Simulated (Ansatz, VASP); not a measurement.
# PtC in two plane-wave programs, part 2 of 2

Aim: how closely do two programs agree when they are given the same cell, functional and k mesh? The cell is generated by rule, not measured, and may not be a known phase. The cell is taken from a series of runs on this material, whose earlier steps may have relaxed, scaled, displaced or heated it; both programs get it as it stands.

VASP 6.6.1 and Ansatz 0.2.0.

So far: Starting point; Ansatz: zone-centre phonons, PBEsol, pair 1; VASP: zone-centre phonons, PBEsol, pair 1; Comparison.

## (5) Ansatz: zone-centre phonons, PBEsol, pair 2

Level of this step: Ansatz beside VASP: Kohn-Sham DFT, plane waves, PBEsol (Ansatz).

Second derivatives magnify differences that forces hide, and they need a tight electronic threshold. The cell compared in this pair holds 25.44 Å³, against 21.54 Å³ for the pair before.

The cell is taken from a series of runs on this material, whose earlier steps may have relaxed, scaled, displaced or heated it; both programs get it as it stands.

The input, input.yaml:

```yaml
crystal:
  lattice:
    - [0.0, 2.334189709, 2.334189709]
    - [2.334189709, 0.0, 2.334189709]
    - [2.334189709, 2.334189709, 0.0]
  atoms:
    - { symbol: Pt, position: [0.0, 0.0, 0.0] }
    - { symbol: C, position: [0.25, 0.25, 0.25] }
kpoints:
  mp_grid: { grid: [16, 16, 16] }
hamiltonian:
  xc: pbesol
scf:
  occupations: { method: methfessel_paxton, width: 0.2 }
output:
  eigenvalues: true
phonons:
  method: dfpt
```

The run is started by

```
$ ansatz run input.yaml --threads 4 --pin off --max-ram 7168MiB --backend cpu --events-out ev --progress --plain --runs-dir out
```

Numbers of over 12 decimals in the logs are rounded to 6 here.

The log of the run:

```text
zone centre: on kpoints.mp_grid the ground state, and the responses unless they are solved on pairs of k-points, stand on 349 of the mesh's 4096 k-points, reduced under 8 symmetry operations, with k and −k counted as one. Each operation leaves every solved displacement unchanged or reverses it
[...]
Crystal: 2 atoms, lattice volume = 25.435 Å³
[...]
k-point 1: bands = [... 7 lower, 9.3409, 12.8265, 12.8265, 19.8256, 21.4711, 21.6017, 21.6017, 28.7047]
  k-point 2: bands = [... 7 lower, 9.4336, 12.7913, 12.7913, 20.0419, 21.0866, 21.4516, 21.4516, 27.5795]
  k-point 348: bands = [... 7 lower, 11.1323, 12.9102, 13.7744, 14.2532, 16.0383, 18.0664, 26.3778, 27.2635]
[...]
ASR residual: 1.173e-5 → 0.000e0 eV/Å²; symmetrization residual: 1.851e-6 eV/Å²
  ASR residual per site (eV/Å²): 1.17e-5 8.01e-6
  Γ frequencies (cm⁻¹): 0.00 0.00 0.00 575.72 575.72 575.72
[...]
[key lines of the parts left out:]
SCF converged after 7 iterations
Free energy (F): -12628.755371 eV
Fermi energy:    16.889388 eV
```

## (6) VASP: zone-centre phonons, PBEsol, pair 2

The same cell, functional, mesh and smearing now go to VASP, with its own data sets.

The input, INCAR:

```
SYSTEM = PtC
PREC = Accurate
ENCUT = 600
EDIFF = 1E-08
NELM = 120
ISMEAR = 1
SIGMA = 0.2
LREAL = .FALSE.
ALGO = Normal
GGA = PS
NBANDS = 13
LASPH = .TRUE.
LORBIT = 11
LWAVE = .FALSE.
LCHARG = .FALSE.
ISIF = 2
IBRION = 8
GGA_COMPAT = .FALSE.
KPAR = 2
```

The input, POSCAR:

```
PtC
1.0
    0.0000000000      2.3341897090      2.3341897090
    2.3341897090      0.0000000000      2.3341897090
    2.3341897090      2.3341897090      0.0000000000
Pt C
1 1
Direct
    0.0000000000      0.0000000000      0.0000000000
    0.2500000000      0.2500000000      0.2500000000
```

The input, KPOINTS:

```
Automatic mesh
0
Gamma
16 16 16
0 0 0
```

Potentials, in the order of the species: Pt and C (PBE family, release 64).

The run is started by

```
$ mpirun -np 2 vasp_std
```

The log of the run:

```text
[banner, memory and clock lines left out]
running    2 mpi-ranks, on    1 nodes
[...]
[... a notice as in an earlier step ...]

 LDA part: xc-table for (Slater+PW92), standard interpolation
 POSCAR, INCAR and KPOINTS ok, starting setup
[...]
entering main loop
       N       E                     dE             d eps       ncg     rms          rms(c)
DAV:   1     0.624755118808E+02    0.62476E+02   -0.77478E+03  3786   0.112E+03
DAV:   2    -0.148715896347E+02   -0.77347E+02   -0.71476E+02  4560   0.222E+02
DAV:   3    -0.170065164319E+02   -0.21349E+01   -0.21189E+01  4385   0.371E+01
DAV:   4    -0.170186553959E+02   -0.12139E-01   -0.12138E-01  4220   0.325E+00
[...]
DAV:  12    -0.148476359706E+02    0.52165E-06   -0.10244E-06  4165   0.779E-03    0.446E-03
DAV:  13    -0.148476358423E+02    0.12834E-06   -0.21092E-07  4145   0.377E-03    0.425E-04
DAV:  14    -0.148476358461E+02   -0.38111E-08   -0.37797E-09  2380   0.557E-04
   1 F= -.14847636E+02 E0= -.14847913E+02  d E =0.831321E-03
[...]
RMM:  12    -0.239718987596E+00   -0.16547E-07   -0.18750E-08 31443   0.179E-05    0.376E-06
RMM:  13    -0.239718963398E+00    0.24198E-07   -0.62892E-09 29253   0.907E-06    0.105E-06
RMM:  14    -0.239718957809E+00    0.55886E-08    0.11773E-10 27506   0.529E-06    0.231E-07
 first order change of Fermi-energy   0.61785E-04
 force on displaced ion       1 direction 1 : -14.145  -0.000  -0.000
 Linear response progress:
  Degree of freedom:   2/  2
       N       E                     dE             d eps       ncg     rms          rms(c)
RMM:   1    -0.112001845786E+00   -0.11200E+00    0.88972E-02 36657   0.215E+00
RMM:   2    -0.110130072930E+00    0.18718E-02   -0.25049E-03 24531   0.408E-01    0.243E-01
RMM:   3    -0.110439518425E+00   -0.30945E-03   -0.20082E-04 25510   0.967E-02    0.130E-01
RMM:   4    -0.110938282440E+00   -0.49876E-03   -0.12861E-04 24926   0.737E-02    0.218E-02
[...]
RMM:   9    -0.110906430098E+00    0.52883E-07    0.15424E-09 27914   0.230E-05    0.282E-05
RMM:  10    -0.110906389282E+00    0.40816E-07   -0.11161E-09 27953   0.922E-06    0.263E-06
RMM:  11    -0.110906388393E+00    0.88832E-09   -0.36403E-09 23811   0.347E-06    0.445E-07
 first order change of Fermi-energy   0.53354E-04
 force on displaced ion       2 direction 1 : -14.140  -0.000  -0.000
 Linear response finished
```

From OUTCAR (step 6):

```text
  Total        0.0560039      0.0560039      0.0560039      0.0000000     -0.0000000      0.0000000
  in kB        3.5276900      3.5276900      3.5276900      0.0000000     -0.0000000      0.0000000
  external PRESSURE =       3.5276900 kB  Pullay stress =       0.0000000 kB

 POSITION                                       TOTAL-FORCE (eV/Angst)
 -----------------------------------------------------------------------------------
      0.00000      0.00000      0.00000        -0.000000     -0.000000     -0.000000
      1.16709      1.16709      1.16709         0.000000      0.000000      0.000000
 -----------------------------------------------------------------------------------
    total drift:                                0.000000      0.000000      0.000000

[... 1 part as in an earlier step ...]

[... 1 further part left out ...]
```

## (7) Comparison

What differs besides the data sets and the points named for the pairs above, as far as they apply: the data sets hold 22 valence electrons in Ansatz (on its default PAW (the set named soft_2) files) and 14 in VASP. Total energies have different zeros and are not compared.

The two programs side by side:

| quantity | Ansatz | VASP | difference |
| --- | --- | --- | --- |
| optical mode 1 to 3 (cm⁻¹) | 575.7 | 583.0 | -1.24 % |

Modes are paired by rising frequency, not by their patterns, so a pair may set unlike modes beside each other; they are those without the splitting of longitudinal modes.

## (8) Outcome

| Item | Value |
| --- | --- |
| r.m.s. difference of the optical zone-centre modes, each program's sorted by frequency (zone-centre phonons, PBEsol, pair 1) | 4.8 cm⁻¹ |
| r.m.s. difference of the optical zone-centre modes, each program's sorted by frequency (zone-centre phonons, PBEsol, pair 2) | 7.2 cm⁻¹ |
| difference in optical mode 1 to 3 (zone-centre phonons, PBEsol, pair 2) | -1.2 % |

The r.m.s. difference of the optical zone-centre modes, each program's sorted by frequency is 4.8 cm⁻¹ (zone-centre phonons, PBEsol, pair 1). The data sets hold unlike numbers of valence electrons (22 in Ansatz and 14 in VASP), so part of the differences comes from the potentials. Among the rows given in per cent, the largest difference of the zone-centre phonons, PBEsol, pair 2 pair is in optical mode 1 to 3, -1.2 %. How closely two codes agree says nothing of how well the functional describes the real material.

[Lines on the potential files, build, host, timing and source positions are cut from VASP's logs without a mark.]

[Logs are printed without paths, hosts, clocks, repeated set-up lines and the standing remarks that a program may print on its own settings, such as how far it seeks lower states.]

[Hosts, paths, dates, database ids (printed as entryN), source tags and the programs' standing remarks are cut or masked in the printed files.]
